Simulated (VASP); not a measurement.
All values below come from r2SCAN meta-GGA, VASP's PBE PAW potentials (set 64) (plane waves; VASP 6.6.1).

VASP ran on this input.

### POSCAR
```
AlN(110) slab
1
    4.9741788104     0.0000000000     0.0000000000
    0.0000000000     5.3794933092     0.0000000000
    0.0000000000     0.0000000000    24.2975489185
Al N
12 12
Direct
  0.0174430445   0.8860129544   0.6521305770
  0.5174430445   0.6139870456   0.6521305770
  0.9970627161   0.4136840686   0.5980144325
  0.4970627161   0.0863159314   0.5980144325
  0.9990613086   0.9151292284   0.5313699266
  0.4990613086   0.5848707716   0.5313699266
  0.9990613086   0.4151292284   0.4686300734
  0.4990613086   0.0848707716   0.4686300734
  0.9970627161   0.9136840686   0.4019855675
  0.4970627161   0.5863159314   0.4019855675
  0.0174430445   0.3860129544   0.3478694230
  0.5174430445   0.1139870456   0.3478694230
  0.3726675091   0.9175077827   0.6593611337
  0.8726675091   0.5824922173   0.6593611337
  0.3785101572   0.4174826891   0.5961785674
  0.8785101572   0.0825173109   0.5961785674
  0.3812552645   0.9190831704   0.5322812617
  0.8812552645   0.5809168296   0.5322812617
  0.3812552645   0.4190831704   0.4677187383
  0.8812552645   0.0809168296   0.4677187383
  0.3785101572   0.9174826891   0.4038214326
  0.8785101572   0.5825173109   0.4038214326
  0.3726675091   0.4175077827   0.3406388663
  0.8726675091   0.0824922173   0.3406388663
```

### KPOINTS
```
Automatic
0
G
 4 4 1
```

INCAR:
```
SYSTEM = AlN(110) slab
PREC = Normal
ENCUT = 450
EDIFF = 1E-6
NELM = 100
ALGO = Normal
LREAL = Auto
LASPH = .TRUE.
ISMEAR = 0
SIGMA = 0.05
METAGGA = R2SCAN
LMIXTAU = .TRUE.
LWAVE = .FALSE.
LCHARG = .FALSE.
NELMIN = 4
LDIPOL = .TRUE.
IDIPOL = 3
DIPOL = 0.5 0.5 0.5
LVHAR = .TRUE.
LORBIT = 11
```

POTCAR, in this order: Al N (PBE.64 set). Program: vasp_std. Read from the step before: WAVECAR.

Output of the run:

File OUTCAR:
```
 ion  position               nearest neighbor table
   1  0.017  0.886  0.652-  13 1.78  14 1.79  16 1.86   3 2.86   2 2.89   2 2.89   4 2.93   5 2.94
                             4 3.10   3 3.13
   2  0.517  0.614  0.652-  14 1.78  13 1.79  15 1.86   4 2.86   1 2.89   1 2.89   3 2.93   6 2.94
                             3 3.10   4 3.13
   3  0.997  0.414  0.598-  14 1.85  16 1.88  15 1.90  18 1.92   1 2.86   2 2.93   4 3.05   4 3.05
                             2 3.10   6 3.10   6 3.12   1 3.13   5 3.13   7 3.14   5 3.15
   4  0.497  0.086  0.598-  13 1.85  15 1.88  16 1.90  17 1.92   2 2.86   1 2.93   3 3.05   3 3.05
                             1 3.10   5 3.10   5 3.12   2 3.13   6 3.13   8 3.14   6 3.15
   5  0.999  0.915  0.531-  20 1.88  18 1.89  17 1.90  16 1.91   1 2.94   6 3.06   6 3.06   8 3.06
                             8 3.06   7 3.09   7 3.09   4 3.10   4 3.12   3 3.13   9 3.14   3 3.15
   6  0.499  0.585  0.531-  19 1.88  17 1.89  18 1.90  15 1.91   2 2.94   5 3.06   5 3.06   7 3.06
                             7 3.06   8 3.09   8 3.09   3 3.10   3 3.12   4 3.13  10 3.14   4 3.15
   7  0.999  0.415  0.469-  18 1.88  20 1.89  19 1.90  22 1.91  11 2.94   8 3.06   8 3.06   6 3.06
                             6 3.06   5 3.09   5 3.09  10 3.10  10 3.12   9 3.13   3 3.14   9 3.15
   8  0.499  0.085  0.469-  17 1.88  19 1.89  20 1.90  21 1.91  12 2.94   7 3.06   7 3.06   5 3.06
                             5 3.06   6 3.09   6 3.09   9 3.10   9 3.12  10 3.13   4 3.14  10 3.15
   9  0.997  0.914  0.402-  24 1.85  22 1.88  21 1.90  20 1.92  11 2.86  12 2.93  10 3.05  10 3.05
                            12 3.10   8 3.10   8 3.12  11 3.13   7 3.13   5 3.14   7 3.15
  10  0.497  0.586  0.402-  23 1.85  21 1.88  22 1.90  19 1.92  12 2.86  11 2.93   9 3.05   9 3.05
                            11 3.10   7 3.10   7 3.12  12 3.13   8 3.13   6 3.14   8 3.15
  11  0.017  0.386  0.348-  23 1.78  24 1.79  22 1.86   9 2.86  12 2.89  12 2.89  10 2.93   7 2.94
                            10 3.10   9 3.13
  12  0.517  0.114  0.348-  24 1.78  23 1.79  21 1.86  10 2.86  11 2.89  11 2.89   9 2.93   8 2.94
                             9 3.10  10 3.13
  13  0.373  0.918  0.659-   1 1.78   2 1.79   4 1.85
  14  0.873  0.582  0.659-   2 1.78   1 1.79   3 1.85
  15  0.379  0.417  0.596-   2 1.86   4 1.88   3 1.90   6 1.91
  16  0.879  0.083  0.596-   1 1.86   3 1.88   4 1.90   5 1.91
  17  0.381  0.919  0.532-   8 1.88   6 1.89   5 1.90   4 1.92
  18  0.881  0.581  0.532-   7 1.88   5 1.89   6 1.90   3 1.92
  19  0.381  0.419  0.468-   6 1.88   8 1.89   7 1.90  10 1.92
  20  0.881  0.081  0.468-   5 1.88   7 1.89   8 1.90   9 1.92
  21  0.379  0.917  0.404-  12 1.86  10 1.88   9 1.90   8 1.91
  22  0.879  0.583  0.404-  11 1.86   9 1.88  10 1.90   7 1.91
  23  0.373  0.418  0.341-  11 1.78  12 1.79  10 1.85
  24  0.873  0.082  0.341-  12 1.78  11 1.79   9 1.85
  LATTYP: Found a simple orthorhombic cell.
 ALAT       =     4.9741788104
 B/A-ratio  =     1.0814837010
...
```

### OSZICAR
```
       N       E                     dE             d eps       ncg     rms          rms(c)
DAV:   1    -0.222199253011E+03   -0.22220E+03   -0.24943E-06   812   0.988E-03    0.345E-04
DAV:   2    -0.222199241182E+03    0.11829E-04   -0.46516E-07   766   0.459E-03    0.202E-04
DAV:   3    -0.222199242422E+03   -0.12403E-05   -0.36631E-07   676   0.416E-03    0.101E-04
DAV:   4    -0.222199255404E+03   -0.12982E-04   -0.40853E-07   676   0.440E-03    0.774E-05
DAV:   5    -0.222199243071E+03    0.12334E-04   -0.46798E-07   666   0.498E-03    0.636E-05
DAV:   6    -0.222199246792E+03   -0.37214E-05   -0.15494E-07   666   0.272E-03    0.343E-05
DAV:   7    -0.222199251191E+03   -0.43989E-05   -0.30456E-07   666   0.414E-03    0.345E-05
DAV:   8    -0.222199245186E+03    0.60045E-05   -0.11495E-07   676   0.235E-03    0.236E-05
DAV:   9    -0.222199246620E+03   -0.14340E-05   -0.36844E-08   671   0.150E-03    0.181E-05
DAV:  10    -0.222199246452E+03    0.16811E-06   -0.45841E-08   676   0.161E-03
   1 F= -.22219925E+03 E0= -.22219925E+03  d E =-.686392E-11
```

OUTCAR:
```
------------------------ aborting loop because EDIFF is reached ----------------------------------------
  FORCE on cell =-STRESS in cart. coord.  units (eV):
  Direction    XX          YY          ZZ          XY          YZ          ZX
  --------------------------------------------------------------------------------------
  Total        0.7851275      0.8529394     -2.5813879      0.0000000      0.0000000      0.0000000
  in kB        1.9347531      2.1018588     -6.3611939      0.0000000      0.0000000      0.0000000
  external PRESSURE =      -0.7748606 kB  Pullay stress =       0.0000000 kB
  volume of cell :      650.17
      direct lattice vectors                 reciprocal lattice vectors
     4.974178810  0.000000000  0.000000000     0.201038209  0.000000000  0.000000000
     0.000000000  5.379493309  0.000000000     0.000000000  0.185891113  0.000000000
     0.000000000  0.000000000 24.297548918     0.000000000  0.000000000  0.041156415
 POSITION                                       TOTAL-FORCE (eV/Angst)
 -----------------------------------------------------------------------------------
      0.08676      4.76630     15.84517         0.005294      0.022365     -0.010358
      2.57385      3.30294     15.84517         0.005294     -0.022365     -0.010358
      4.95957      2.22541     14.53028         0.010618      0.002359      0.004193
      2.47248      0.46434     14.53028         0.010618     -0.002359      0.004193
      4.96951      4.92293     12.91099         0.004295      0.012904     -0.011462
      2.48242      3.14631     12.91099         0.004295     -0.012904     -0.011462
      4.96951      2.23318     11.38656         0.004295      0.012904      0.011462
      2.48242      0.45656     11.38656         0.004295     -0.012904      0.011462
      4.95957      4.91516      9.76726         0.010618      0.002359     -0.004193
      2.47248      3.15408      9.76726         0.010618     -0.002359     -0.004193
      0.08676      2.07655      8.45237         0.005294      0.022365      0.010358
      2.57385      0.61319      8.45237         0.005294     -0.022365      0.010358
      1.85371      4.93573     16.02086        -0.011232     -0.005429     -0.019913
      4.34080      3.13351     16.02086        -0.011232      0.005429     -0.019913
      1.88278      2.24585     14.48568        -0.007474     -0.003053      0.001894
      4.36987      0.44390     14.48568        -0.007474      0.003053      0.001894
      1.89643      4.94420     12.93313        -0.001502     -0.020533     -0.002938
      4.38352      3.12504     12.93313        -0.001502      0.020533     -0.002938
      1.89643      2.25446     11.36442        -0.001502     -0.020533      0.002938
      4.38352      0.43529     11.36442        -0.001502      0.020533      0.002938
      1.88278      4.93559      9.81187        -0.007474     -0.003053     -0.001894
      4.36987      3.13365      9.81187        -0.007474      0.003053     -0.001894
      1.85371      2.24598      8.27669        -0.011232     -0.005429      0.019913
      4.34080      0.44377      8.27669        -0.011232      0.005429      0.019913
 -----------------------------------------------------------------------------------
    total drift:                                0.096748     -0.000000      0.000014
  FREE ENERGIE OF THE ION-ELECTRON SYSTEM (eV)
  ---------------------------------------------------
  free  energy   TOTEN  =      -222.1992464523 eV

  energy  without entropy=     -222.1992464523  energy(sigma->0) =     -222.19924645

 total charge

# of ion       s       p       d       tot
------------------------------------------
    1        0.400   0.454   0.000   0.854
    2        0.400   0.454   0.000   0.854
    3        0.367   0.452   0.000   0.819
    4        0.367   0.452   0.000   0.819
    5        0.367   0.448   0.000   0.815
    6        0.367   0.448   0.000   0.815
    7        0.367   0.448   0.000   0.815
    8        0.367   0.448   0.000   0.815
    9        0.367   0.452   0.000   0.819
   10        0.367   0.452   0.000   0.819
   11        0.400   0.454   0.000   0.854
   12        0.400   0.454   0.000   0.854
   13        1.249   2.589   0.000   3.838
   14        1.249   2.589   0.000   3.838
   15        1.239   2.648   0.000   3.887
   16        1.239   2.648   0.000   3.887
   17        1.236   2.640   0.000   3.876
   18        1.236   2.640   0.000   3.876
   19        1.236   2.640   0.000   3.876
   20        1.236   2.640   0.000   3.876
   21        1.239   2.648   0.000   3.887
   22        1.239   2.648   0.000   3.887
   23        1.249   2.589   0.000   3.838
   24        1.249   2.589   0.000   3.838
--------------------------------------------------
tot         19.436  36.923   0.000  56.359
```
(Selected blocks of OUTCAR.)

At this cut-off the stress carries a Pulay error, which pulls relaxed volumes low.

The cell is a thin slab with vacuum, built from AlN (wurtzite): (110) face.
